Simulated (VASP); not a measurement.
The input files of a VASP run:

**POSCAR**
```
Pt
1
    0.0000000000     1.9600000000     1.9600000000
    1.9600000000     0.0000000000     1.9600000000
    1.9600000000     1.9600000000     0.0000000000
Pt
1
Direct
  0.0000000000   0.0000000000   0.0000000000
```

### KPOINTS
```
Automatic mesh
0
Gamma
12 12 12
0 0 0
```

INCAR:
```
SYSTEM = Pt
PREC = Accurate; ENCUT = 300; LREAL = .FALSE.
LASPH = .TRUE.
EDIFF = 1E-6; NELM = 100; ALGO = Normal
LMAXMIX = 6
ISMEAR = 0; SIGMA = 0.136
GGA = PE
ISIF = 2
LWAVE = .FALSE.; LCHARG = .FALSE.
```

POTCAR, in this order: Pt (PBE.64 set). Program: vasp_std.

Question: Translate this PBE calculation to Quantum ESPRESSO's pw.x.

Answer: One equivalent input (not run):
```
&CONTROL
  calculation = 'scf'
  pseudo_dir = './pseudo'
  outdir = './out'
  tprnfor = .true.
  tstress = .true.
/
&SYSTEM
  ibrav = 0
  nat = 1
  ntyp = 1
  ecutwfc = 84
  occupations = 'smearing'
  smearing = 'gaussian'
  degauss = 0.009996
  input_dft = 'pbe'
/
&ELECTRONS
  conv_thr = 7.3e-08
  electron_maxstep = 100
/
ATOMIC_SPECIES
  Pt 195.084 Pt.upf
CELL_PARAMETERS angstrom
     0.0000000    1.9600000    1.9600000
     1.9600000    0.0000000    1.9600000
     1.9600000    1.9600000    0.0000000
ATOMIC_POSITIONS crystal
  Pt   0.0000000  0.0000000  0.0000000
K_POINTS automatic
  12 12 12 0 0 0
```
Limits of the translation: the potentials are each code's own (VASP's PAW set, PseudoDojo norm-conserving files in pw.x), so ENCUT and ecutwfc are chosen apart and not converted; conv_thr bounds pw.x's estimated SCF error, while EDIFF bounds the energy change between steps.

The structure is a typed Pt crystal (Fm-3m). The cell was not relaxed at this level.
